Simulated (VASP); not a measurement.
Y3Ge:

```xyz
4
Lattice="-2.2654 2.2654 5.1970 2.2654 -2.2654 5.1970 2.2654 2.2654 -5.1970" Properties=species:S:1:pos:R:3 pbc="T T T"
Y     0.0000    0.0000    5.1970
Y     2.2654    0.0000    2.5985
Y     0.0000    2.2654    2.5985
Ge    0.0000    0.0000    0.0000
```

The cell comes from a database or a generator and needn't be the stable form of this composition.

- Program: VASP 6.6.1
- Task: relaxation of cell and atoms
- Functional: BLYP
- Potentials or basis: VASP PAW PBE potentials, release 64 (Y_sv, Ge_d)
- Cutoff: 600 eV
- k mesh: 6 × 6 × 6
- Occupations: fermi-dirac, width 0.05 eV
- Spin: no spin polarisation

At the start: pressure 2.0 GPa; volume 26.67 Å³/atom.

**Question.** How do energy, volume and symmetry change on relaxing?

**Answer.** Over 5 steps the energy falls by 7.1 meV/atom and the volume is 27.78 Å³/atom (+4.2 %); space group I4/mmm (No. 139, to 0.05 Å).

Step by step:
| step | energy change (eV) | largest force (eV/Å) | pressure (GPa) | volume (Å³) |
| --- | --- | --- | --- | --- |
| 1 | 0.0000 | 0.0000 | 1.98 | 106.68 |
| 2 | -0.0261 | 0.0000 | -0.37 | 111.86 |
| 3 | -0.0269 | 0.0000 | -0.03 | 111.07 |
| 4 | -0.0280 | 0.0000 | -0.03 | 111.10 |
| 5 | -0.0284 | 0.0000 | -0.01 | 111.13 |

Final structure:
```
Y Ge
1.0
    -2.28567    2.28567    5.31795
     2.28567   -2.28567    5.31795
     2.28567    2.28567   -5.31795
Y Ge
3 1
Direct
  0.50000 0.50000 0.00000
  0.25000 0.75000 0.50000
  0.75000 0.25000 0.50000
  0.00000 0.00000 0.00000
```

Caveat: the PAW data sets were made with another functional, which shifts forces and pressure a little.
